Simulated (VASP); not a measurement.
Given:

```
HgZn3Se4
1.0
    5.75921     0.00000     0.00000
    0.00000     5.75921     0.00000
    0.00000     0.00000     5.75921
Zn Se Hg
3 4 1
Cartesian
  5.75921   5.75921   0.00000
  2.87960   2.87960   5.75921
  2.87960   5.75921   2.87960
  1.51554   1.36406   1.36406
  4.24367   4.39515   1.36406
  4.24367   1.36406   4.39515
  1.51554   4.39515   4.39515
  5.75921   2.87960   2.87960
```

Level of theory: PBEsol GGA, VASP's PBE PAW potentials (set 64) (plane waves; VASP). Run with 400 eV cut-off, Gaussian smearing of 0.050 eV, potentials Zn Se Hg.

Unless said otherwise, spin-orbit coupling is left out, though it shifts the bands of the heavy elements here.

Problem. Predict the band gap (along the path) with the smallest direct gap where there is one.

Solution. 
```
Property                               Result
------------------------------------  -------
band gap (along the path)             0.57 eV
smallest direct gap (along the path)  0.57 eV
```

The structure was generated: HgZn3Se4 was put into an ordered model structure (P-43m), which need not be its known phase. It was relaxed first.
